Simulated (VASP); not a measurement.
Given:

```yaml
crystal:
  lattice:
    - [2.87985, 0.00000, 0.00000]
    - [0.00000, 2.87985, 0.00000]
    - [0.00000, 0.00000, 2.87985]
  atoms:
    - { symbol: Al, position: [0.50000, 0.50000, 0.50000] }
    - { symbol: Ni, position: [0.00000, 0.00000, 0.00000] }
```

Level of theory: rev-vdW-DF2, VASP's PBE PAW potentials (set 64) (plane waves; VASP). Run with 520 eV cut-off, Gaussian smearing of 0.050 eV, potentials Al Ni.

Problem. Give the energies of bands 1 to 9 at the high-symmetry points, in eV from the Fermi level.

Solution. 
| band | Γ | X | M | R |
|---|---|---|---|---|
| 1 | -11.12 | -6.90 | -5.32 | -4.11 |
| 2 | -3.24 | -6.78 | -3.38 | -4.11 |
| 3 | -3.24 | -2.77 | -2.86 | -4.11 |
| 4 | -1.57 | -2.27 | -2.86 | -1.01 |
| 5 | -1.57 | -2.27 | -2.10 | -1.01 |
| 6 | -1.57 | -1.48 | -2.10 | 2.03 |
| 7 | 5.49 | -0.67 | -1.04 | 2.03 |
| 8 | 5.49 | 8.34 | 1.45 | 2.03 |
| 9 | 5.49 | 10.01 | 2.48 | 3.69 |

It has no gap at this level: it comes out as a metal or semimetal.

The compound is NiAl in the CsCl type structure. It was relaxed first. The run is not spin-polarised, so no magnetic state was tried. The electron count is odd and the run is not spin-polarised, which forces a metal.
